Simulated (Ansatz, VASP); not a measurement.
# Cross-check of Li2W (Li2W in the C11b ordering) between VASP and Ansatz

Wanted: the spread between two codes on one cell, functional and k mesh. The cell is generated by rule, not measured, and may not be a known phase. Of the first pair: The cell is taken from a series of runs on this material, whose earlier steps may have relaxed, scaled, displaced or heated it; both programs get it as it stands.

Main program and level: Ansatz 0.2.0; plane waves, with VASP 6.6.1 beside it; PBE.

## Step 1: The structure

The structure is tetragonal, space group I4/mmm (No. 139). Conventional cell: a = 2.586 Å, b = 2.586 Å, c = 14.410 Å, α = 90.00°, β = 90.00°, γ = 90.00°. W has 4 W at 2.59 Å nearest. Nearest to Li lie 4 Li at 2.59 Å. Farther neighbours are not listed.

## Step 2: Ansatz: relaxation of cell and atoms, PBE, pair 1

Ansatz runs on its default PAW (the set named soft_2) files.

The relaxed volume is the usual yardstick between codes: in a stiff, nearly cubic crystal its relative difference is about their pressure difference at one cell divided by the bulk modulus.

input.yaml reads:

```yaml
crystal:
  lattice:
    - [2.5860508714, 0.0, 1.2725e-06]
    - [0.0, 2.5860508714, 1.2725e-06]
    - [1.2930218905, 1.2930218905, 7.2047634739]
  atoms:
    - { symbol: W, position: [0.0, 0.0, 0.0] }
    - { symbol: Li, position: [0.6585792857, 0.6585792857, 0.6828414286] }
    - { symbol: Li, position: [0.3414207143, 0.3414207143, 0.3171585714] }
kpoints:
  mp_grid: { grid: [12, 12, 12] }
hamiltonian:
  xc: pbe
scf:
  occupations: { method: gaussian, width: 0.1 }
output:
  forces: true
  stress: true
  eigenvalues: true
  write_density: true
  write_potential: true
  elf: true
  volumetric_format: npy
relax:
  adjacent_minimum: "off"
  f_tol: 0.005
  max_steps: 80
  cell: { stress_tol: 0.05 }
```

On the command line:

```bash
$ ansatz run input.yaml --threads 4 --pin off --max-ram 8192MiB --backend cpu --events-out ev --progress --plain --runs-dir out
```

Numbers of over 12 decimals in the logs are rounded to 6 here.

What it wrote:

```text
Engine: ansatz 0.2.0, aarch64-unknown-linux-gnu
Pseudopotentials: kind: paw
Pseudopotential: W, paw, valence charge 14, recommended cutoff 420 eV (normal), W.paw.azcp
Pseudopotential: Li, paw, valence charge 3, recommended cutoff 420 eV (normal), Li.paw.azcp
Functional definition: PBE
  parameter kappa = 0.804
  parameter beta = 0.066725
  exchange = pbe_x(kappa = kappa, mu = beta*pi^2/3)
  correlation = pbe_c(beta = beta)
Crystal: 3 atoms, lattice volume = 48.183 Å³
Basis set: ecut = 420 eV, 973 PW (Γ), exchange–correlation on 36×36×100 points (8 copies of the dense FFT grid, shifted against one another)
Bands: 14, of which v1, the nominal top of the filled ones, is band 10 counted from 1 (9 counted from 0)
Symmetry: 16 space group operations
Space group: I4/mmm (ITA 139), of the structure as read, at distance tolerance 3.6e-5 Å
k-points: 163 of 1728
Non-local potential: W, projectors of the file, l = 0: 3, l = 1: 2, l = 2: 2, l = 3: 1
Non-local potential: Li, projectors of the file, l = 0: 3, l = 1: 2, l = 2: 1
PAW form: soft (Blöchl's): semilocal exchange-correlation on the pseudo side does not see the compensation charge
PAW one-centre angular grid: W, 590 points (default); XC on 64 Gauss nodes
PAW one-centre angular grid: Li, 110 points (default); XC on 64 Gauss nodes
Initial density: superposition of atomic densities (neutral atoms: chi_scale 0, normalization atom), corrected by the library's trained network
Initial wavefunctions: pseudopotential atomic-orbital guess
Functional: x = pbe(κ = 0.804, μ = 0.219515), c = pbe(β = 0.066725)
SCF iter   1: F=—  HF=-10792.929127 eV  |F-HF|=—  |Δ(HF+E_count)|=         —  Δρ=7.09e-3  dr2=5.49e-2  ethr=1.77e-3  ⟨swp⟩=4.8  Hψ=10996  notcnv=0
preconditioner: auto → none  [metal: Δε(μ)=0.009 eV  Ē_g=4.876 eV  σ=0.100 eV  W_gap=0.05  n_scr=4 (ndim 8)  ℏωp=15.1 eV  f_vac=0.000  D(μ)=2.90/eV (n_scr^D=30)  sad-step TF]
SCF iter   2: F=—  HF=-10792.924688 eV  |F-HF|=—  |Δ(HF+E_count)|=   4.44e-3  Δρ=4.44e-3  dr2=3.48e-2  ethr=2.75e-4  ⟨swp⟩=1.0  Hψ=3586  notcnv=0
SCF iter   3: F=—  HF=-10792.923040 eV  |F-HF|=—  |Δ(HF+E_count)|=   1.65e-3  Δρ=2.49e-3  dr2=2.82e-2  ethr=1.74e-4  ⟨swp⟩=1.6  Hψ=2397  notcnv=0  defer=1
SCF iter   4: F=—  HF=-10792.920249 eV  |F-HF|=—  |Δ(HF+E_count)|=   2.79e-3  Δρ=3.40e-4  dr2=3.67e-5  ethr=1.41e-4  ⟨swp⟩=1.0  Hψ=2284  notcnv=0  defer=1
SCF iter   5: F=—  HF=-10792.920213 eV  |F-HF|=—  |Δ(HF+E_count)|=   3.56e-5  Δρ=1.08e-4  dr2=4.43e-6  ethr=1.84e-7  ⟨swp⟩=2.4  Hψ=3447  notcnv=0
SCF iter   6: F=-10792.920214 eV  HF=-10792.920214 eV  |F-HF|=8.18e-9  |Δ(HF+E_count)|=   5.24e-7  Δρ=1.36e-5  dr2=6.23e-8  ethr=5.00e-10  ⟨swp⟩=7.4  Hψ=13575  notcnv=0
the search or the solves at the SCF's close seem to have found levels that the self-consistency loop had missed (the run counts 1). By its estimate they hold under 1e-12 electrons; where the run keeps them, the occupations were computed again with them
SCF 1 converged in 6 iterations: F = -10792.920214 eV  dr2 = 6.23e-8
  greatest PAW one-centre occupation: 1.000 electrons in one spin orbital (limit 2), on the Li atom at site 2 (counted from 0), in its partial waves of l = 0
relax step   1: F+E_penalty+E_count = -10792.92021377 eV  Δ(F+E_penalty+E_count) = +0.000e0 eV  max|allowed force component| = 5.575e-3 eV/Å  Δτ_max = 0.0000 Å  P = +0.662 GPa  Ω = 48.183 Å³  (6 SCF iters, dr2 threshold 1.00e-7 eV, accepted)
[...]
relax step   2: F+E_penalty+E_count = -10792.92064238 eV  Δ(F+E_penalty+E_count) = -4.286e-4 eV  max|allowed force component| = 3.108e-3 eV/Å  Δτ_max = 0.0121 Å  P = -0.451 GPa  Ω = 49.063 Å³  energy of the carried Pulay correction = -1.217e-4 eV  (6 SCF iters, dr2 threshold 3.00e-7 eV, accepted)
[...]
relax step   3: F+E_penalty+E_count = -10792.92112674 eV  Δ(F+E_penalty+E_count) = -4.844e-4 eV  max|allowed force component| = 1.573e-3 eV/Å  Δτ_max = 0.0040 Å  P = -0.004 GPa  Ω = 48.729 Å³  energy of the carried Pulay correction = -7.572e-5 eV  (6 SCF iters, dr2 threshold 3.00e-7 eV, accepted)
[...]
relax step   4: F+E_penalty+E_count = -10792.92120042 eV  Δ(F+E_penalty+E_count) = -7.367e-5 eV  max|allowed force component| = 1.574e-3 eV/Å  Δτ_max = 0.0000 Å  P = -0.005 GPa  Ω = 48.729 Å³  stress off target by 1.27e-2 GPa  SCF on the basis re-selected at this cell (its energy is not comparable with the rows above)  (6 SCF iters)
basis re-selected at this cell: Δ(F+E_penalty+E_count) = -7.367e-5 eV, ΔP = -0.001 GPa vs the last step (what re-selecting the basis moved, of the pressure what is left beyond the Pulay correction that the steps carried, after the strain that the cell walked since its last selection, with what the two solves' SCF thresholds leave and, on support functions, any second-order correction that the steps lacked; it is no m [...]
SCF converged after 6 iterations
Free energy (F): -10792.921200 eV
Harris-Foulkes:  -10792.921200 eV  (|F-HF|=5.46e-12)
Internal energy: -10792.906177 eV  (E = F + TS)
E sigma→0 (E₀):  -10792.913689 eV
Entropy (-TS):   -0.015023 eV (-5.008 meV/atom)
Fermi energy:    8.006083 eV
--- Per-component energies (eV) ---
  E_band       = -411.589050
  E_kinetic    = 492.276275
  E_local      = -2139.001592  (includes V_loc(G=0)·N_el)
  E_nonlocal   = -63.158182
  E_hartree    = 856.446024
  E_xc         = -286.439553
  E_vxc        = -263.947194  (∫ρ·V_xc dr)
  E_paw        = -8604.977679  (= ΣΔE_a)
  E_vpaw       = -150.650468  (= ΣTr[D̂ρ^β])
  E_aug_tail   = -0.000024  (compensation charges beyond the density's cutoff)
  E_ewald      = -1048.051445
  E_smearing   = -0.015023  (= −TS)
  E_closure    = -0.000000  (closes the sum)
  Σ components = -10792.921200   (vs F -10792.921200, Δ=0.00e0)
--- Forces (eV/Å), atoms counted from 1 ---
  atom   1  W     -0.00000000     0.00000000     0.00000000
  atom   2  Li     0.00000000     0.00000000    -0.00157442
  atom   3  Li    -0.00000000    -0.00000000     0.00157442
  max |Σ_I F_I| component: 8.67e-19 eV/Å
--- Stress (GPa, compression-positive) ---
       -0.012729       0.000000      -0.000000
        0.000000      -0.012729      -0.000000
       -0.000000      -0.000000       0.011234
  P = ⅓ Tr σ = -0.0047 GPa (-0.047 kbar)
--- Band table (eV; the first three rows and the last of 163) ---
  k-point 0: bands = [... 6 lower, 1.1920, 4.4253, 4.8755, 6.4610, 7.0259, 11.3710, 11.3710, 13.7543]
  k-point 1: bands = [... 6 lower, 1.1929, 4.4253, 4.8837, 6.3527, 7.1428, 11.3711, 11.3711, 13.7543]
  k-point 2: bands = [... 6 lower, 1.1952, 4.4253, 4.9082, 6.1493, 7.3690, 11.3714, 11.3714, 13.7543]
  k-point 162: bands = [... 6 lower, 3.2750, 6.5464, 6.5464, 9.6240, 12.2409, 12.2409, 14.4945, 14.4945]
--- Relaxed structure (3 steps of the walk, 3 accepted, 1 SCFs on fresh bases) ---
  F+E_penalty+E_count = -10792.92120042 eV   max|allowed force component| = 1.574e-3 eV/Å   (the final SCF, on the basis selected at the relaxed cell)
  cell:  # Å, volume = 48.7286 Å³
    - [2.592483, -3.1385401634393397e-13, 1.2756657612687486e-6]
    - [-3.138540163437196e-13, 2.592483, 1.2756657612683128e-6]
    - [1.296238, 1.296238, 7.250239]
  atoms:
    - { symbol: W, position: [0, 0, 0] }
    - { symbol: Li, position: [0.658013, 0.658013, 0.683974] }
    - { symbol: Li, position: [0.341987, 0.341987, 0.316026] }
```

In the SCF lines HF is the Harris–Foulkes energy and dr2 the Hartree energy of the density residual, in eV; the loop may stop once dr2 is under the threshold and the program's other checks hold. Hψ counts applications of the Hamiltonian.

## Step 3: VASP: relaxation of cell and atoms, PBE, pair 1

The same cell, functional, mesh and smearing now go to VASP, with its own data sets.

Lines of VASP's logs that name or quote its potential files are left out, and so is its time.

INCAR reads:

```
SYSTEM = Li2W
PREC = Accurate
ENCUT = 750
EDIFF = 1E-07
NELM = 120
ISMEAR = 0
SIGMA = 0.1
LREAL = .FALSE.
ALGO = Normal
GGA = PE
NBANDS = 12
LASPH = .TRUE.
LORBIT = 11
LWAVE = .FALSE.
LCHARG = .FALSE.
ISIF = 3
IBRION = 2
NSW = 80
EDIFFG = -0.005
GGA_COMPAT = .FALSE.
NELMIN = 4
KPAR = 2
```

POSCAR reads:

```
Li2W
1.0
    2.5860510000      0.0000000000      0.0000010000
    0.0000000000      2.5860510000      0.0000010000
    1.2930220000      1.2930220000      7.2047630000
W Li
1 2
Direct
    0.0000000000      0.0000000000      0.0000000000
    0.6585789788      0.6585789788      0.6828415706
    0.3414205651      0.3414205651      0.3171585682
```

KPOINTS reads:

```
Automatic mesh
0
Gamma
12 12 12
0 0 0
```

PAW data sets: W and Li_sv (PBE family, release 64).

On the command line:

```bash
$ mpirun -np 2 vasp_std
```

What it wrote:

```text
[banner, memory and clock lines left out]
running    2 mpi-ranks, on    1 nodes
 distrk:  each k-point on    1 cores,    2 groups
 distr:  one band on    1 cores,    1 groups

 POSCAR found type information on POSCAR W Li
 POSCAR found :  2 types and       3 ions
 LDA part: xc-table for (Slater+PW92), standard interpolation
 POSCAR, INCAR and KPOINTS ok, starting setup
 FFT: planning ... GRIDC
 FFT: planning ... GRID_SOFT
 FFT: planning ... GRID
 WAVECAR not read
 entering main loop
       N       E                     dE             d eps       ncg     rms          rms(c)
DAV:   1     0.478320199267E+02    0.47832E+02   -0.66279E+03  3920   0.126E+03
DAV:   2    -0.749631374074E+01   -0.55328E+02   -0.51405E+02  4516   0.251E+02
DAV:   3    -0.160676270204E+02   -0.85713E+01   -0.84026E+01  7400   0.624E+01
DAV:   4    -0.163589843473E+02   -0.29136E+00   -0.29090E+00  5080   0.131E+01
DAV:   5    -0.163684571836E+02   -0.94728E-02   -0.94719E-02  6144   0.204E+00    0.163E+01
DAV:   6    -0.158006925987E+02    0.56776E+00   -0.28958E+00  5468   0.682E+00    0.687E+00
DAV:   7    -0.156705607784E+02    0.13013E+00   -0.19453E+00  4880   0.407E+00    0.394E+00
DAV:   8    -0.155611658088E+02    0.10939E+00   -0.41733E-01  5260   0.291E+00    0.244E-01
DAV:   9    -0.155612327023E+02   -0.66894E-04   -0.10776E-02  5008   0.632E-01    0.141E-01
DAV:  10    -0.155611482184E+02    0.84484E-04   -0.61934E-04  5232   0.133E-01    0.535E-02
DAV:  11    -0.155611584663E+02   -0.10248E-04   -0.37101E-05  5256   0.344E-02    0.149E-02
DAV:  12    -0.155611568240E+02    0.16423E-05   -0.19584E-05  5428   0.184E-02    0.380E-03
DAV:  13    -0.155611564297E+02    0.39432E-06   -0.86358E-07  4940   0.622E-03    0.286E-03
DAV:  14    -0.155611561974E+02    0.23229E-06   -0.20550E-07  3608   0.232E-03    0.108E-03
DAV:  15    -0.155611561319E+02    0.65492E-07   -0.25237E-08  2800   0.137E-03
   1 F= -.15561156E+02 E0= -.15553711E+02  d E =-.155612E+02
[... from here on, the cycles between the ionic steps are left out ...]
   2 F= -.15561904E+02 E0= -.15554566E+02  d E =-.747991E-03
   3 F= -.15561914E+02 E0= -.15554565E+02  d E =-.758258E-03
   4 F= -.15562054E+02 E0= -.15554699E+02  d E =-.139563E-03
   5 F= -.15562104E+02 E0= -.15554749E+02  d E =-.189316E-03
   6 F= -.15562107E+02 E0= -.15554753E+02  d E =-.192783E-03
   7 F= -.15562107E+02 E0= -.15554753E+02  d E =-.192984E-03
   8 F= -.15562120E+02 E0= -.15554762E+02  d E =-.128866E-04
   9 F= -.15562144E+02 E0= -.15554775E+02  d E =-.366987E-04
  10 F= -.15562126E+02 E0= -.15554736E+02  d E =-.188473E-04
  11 F= -.15562148E+02 E0= -.15554773E+02  d E =-.408877E-04
 curvature:  -0.55 expect dE=-0.100E-04 dE for cont linesearch -0.193E-09
 trial: gam= 1.58199 g(F)=  0.103E-05 g(S)=  0.173E-04 ort = 0.652E-07 (trialstep = 0.571E+00)
 search vector abs. value=  0.487E-04
 bond charge predicted
       N       E                     dE             d eps       ncg     rms          rms(c)
DAV:   1    -0.155621570025E+02   -0.86537E-05   -0.30397E-03  3920   0.517E-01    0.168E-02
DAV:   2    -0.155621585625E+02   -0.15600E-05   -0.79108E-05  4800   0.571E-02    0.138E-02
DAV:   3    -0.155621560288E+02    0.25337E-05   -0.12613E-05  4956   0.153E-02    0.687E-03
DAV:   4    -0.155621560186E+02    0.10244E-07   -0.73674E-07  4704   0.533E-03
  12 F= -.15562156E+02 E0= -.15554786E+02  d E =-.775720E-05
 trial-energy change:   -0.000008  1 .order   -0.000007   -0.000011   -0.000004
 step:   0.7864(harm=  0.9236)  dis= 0.00076  next Energy=   -15.562157 (dE=-0.854E-05)
 reached required accuracy - stopping structural energy minimisation
```

From OUTCAR (step 3):

```text
ion  position               nearest neighbor table
   1  0.000  0.000  0.000-   2 2.93   2 2.93   2 2.93   3 2.93   2 2.93   3 2.93   3 2.93   3 2.93

  LATTYP: Found a body centered tetragonal cell.
 ALAT       =     2.5860510000
 C/A-ratio  =     5.5720184946

 Subroutine GETGRP returns: Found 16 space group operations
 (whereof 16 operations were pure point group operations)

The static configuration has the point symmetry D_4h.

 Found    163 irreducible k-points:

   k-points           NKPTS =    163   k-points in BZ     NKDIM =    163   number of bands    NBANDS=     12

   dimension x,y,z NGX =    24 NGY =   24 NGZ =   70
   dimension x,y,z NGXF=    48 NGYF=   48 NGZF=  140

   ENCUT  =  750.0 eV  55.12 Ry    7.42 a.u.   5.77  5.77 16.60*2*pi/ulx,y,z

   NELECT =      12.0000    total number of electrons

 k-points in reciprocal lattice and weights: Automatic mesh
   0.00000000  0.00000000  0.00000000       0.001
   0.08333333  0.00000000 -0.00000000       0.005
   0.16666667  0.00000000 -0.00000000       0.005
   0.25000000  0.00000000 -0.00000000       0.005
   0.33333333  0.00000000 -0.00000000       0.005
   0.41666667  0.00000000  0.00000000       0.005
   0.50000000  0.00000000 -0.00000000       0.002
   0.08333333  0.08333333 -0.00000000       0.005
   0.16666667  0.08333333 -0.00000000       0.009
[...]
-0.08333333 -0.08333333  0.41666667       0.002
   0.00000000  0.00000000  0.50000000       0.001

 average (electrostatic) potential at core
       1 -42.1198       2 -61.7203       3 -61.7203

 E-fermi :   2.9170

 k-point     1 :       0.0000    0.0000    0.0000
  band No.  band energies     occupation
    ...
      3      -3.9467      2.00000
      4      -0.7433      2.00000
      5      -0.2472      2.00000
      6       1.3440      2.00000
      7       1.8888      2.00000
      8       6.3345      0.00000
      9       6.3345      0.00000
     10       8.7575      0.00000
     11       8.9458      0.00000
     12      13.0619      0.00000

 k-point     2 :       0.0833    0.0000   -0.0000
  band No.  band energies     occupation
    ...
      3      -3.6958      2.00000
      4      -0.5325      2.00000
      5      -0.1123      2.00000
      6       1.2787      2.00000
      7       2.0462      2.00000
      8       5.8685      0.00000
      9       6.3826      0.00000
     10       8.3770      0.00000
     11       9.3313      0.00000
     12      13.0963      0.00000

 k-point     3 :       0.1667    0.0000   -0.0000
  band No.  band energies     occupation
    ...
      3      -3.0480      2.00000
      4      -0.0786      2.00000
      5       0.4632      2.00000
      6       1.1160      2.00000
      7       2.4340      2.00000
      8       5.0943      0.00000
      9       6.5164      0.00000
     10       7.4675      0.00000
     11      10.0045      0.00000
     12      13.2115      0.00000

  Total       -0.0077741     -0.0077741      0.0061474      0.0000000     -0.0000000     -0.0000000
  in kB       -0.2586820     -0.2586820      0.2045526      0.0000000     -0.0000002     -0.0000002
  external PRESSURE =      -0.1042705 kB  Pullay stress =       0.0000000 kB

  energy-cutoff  :      750.00
  volume of cell :       48.15
      direct lattice vectors                 reciprocal lattice vectors
     2.578041605 -0.000000000  0.000000995     0.387891362  0.000000027 -0.069016493
    -0.000000000  2.578041605  0.000000995     0.000000027  0.387891362 -0.069016493
     1.289017286  1.289017286  7.244626401    -0.000000053 -0.000000053  0.138033362

 POSITION                                       TOTAL-FORCE (eV/Angst)
 -----------------------------------------------------------------------------------
      1.28902      1.28902      7.24463         0.000000      0.000000      0.000000
      2.57804      2.57804      4.95129        -0.000000     -0.000000      0.001086
      1.28902      1.28902      2.29334         0.000000      0.000000     -0.001086
 -----------------------------------------------------------------------------------
    total drift:                                0.000472      0.000472     -0.000456

  FREE ENERGIE OF THE ION-ELECTRON SYSTEM (eV)
  ---------------------------------------------------
  free  energy   TOTEN  =       -15.5621560186 eV

  energy  without entropy=      -15.5474166354  energy(sigma->0) =      -15.55478633

 reached required accuracy - stopping structural energy minimisation

 total charge
# of ion       s       p       d       tot
------------------------------------------
    1        0.711   0.469   4.210   5.389
    2        2.038   0.067   0.000   2.105
    3        2.038   0.067   0.000   2.105
--------------------------------------------------
tot          4.787   0.603   4.210   9.600

[... 3 further parts left out ...]
```

CONTCAR:

```
Li2W
   1.00000000000000
     2.5780416054168680   -0.0000000000000005    0.0000009954912323
    -0.0000000000000005    2.5780416054168680    0.0000009954912323
     1.2890172855612552    1.2890172855612552    7.2446264012943651
  W               Li
     1     2
Direct
     0.0000000000000000    0.0000000000000000    1.0000000000000000
     0.6582783456357426    0.6582783456357426    0.6834428369284525
     0.3417211982642608    0.3417211982642608    0.3165573018715447
```

## Step 4: Differences

Known differences besides the potentials themselves: the data sets hold 20 valence electrons in Ansatz (on its default PAW (the set named soft_2) files) and 12 in VASP; the cutoff is 420 eV in Ansatz and 750 eV in VASP; Ansatz adds a Pulay correction to the stress that steers its cell, VASP none. Total energies have different zeros and are not compared.

Both answers:

| quantity | Ansatz | VASP | difference |
| --- | --- | --- | --- |
| volume (Å³) | 48.73 | 48.15 | +1.20 % |
| edge a after relaxation, in the typed setting (Å) | 2.592 | 2.578 | +0.56 % |
| edge c after relaxation, in the typed setting (Å) | 7.478 | 7.471 | +0.11 % |

(Continued in part 2 of 2.)

[Lines on the potential files, build, host, timing and source positions are cut from VASP's logs without a mark.]

[Logs are printed without paths, hosts, clocks, repeated set-up lines and the standing remarks that a program may print on its own settings, such as how far it seeks lower states.]

[Hosts, paths, dates, database ids (printed as entryN), source tags and the programs' standing remarks are cut or masked in the printed files.]
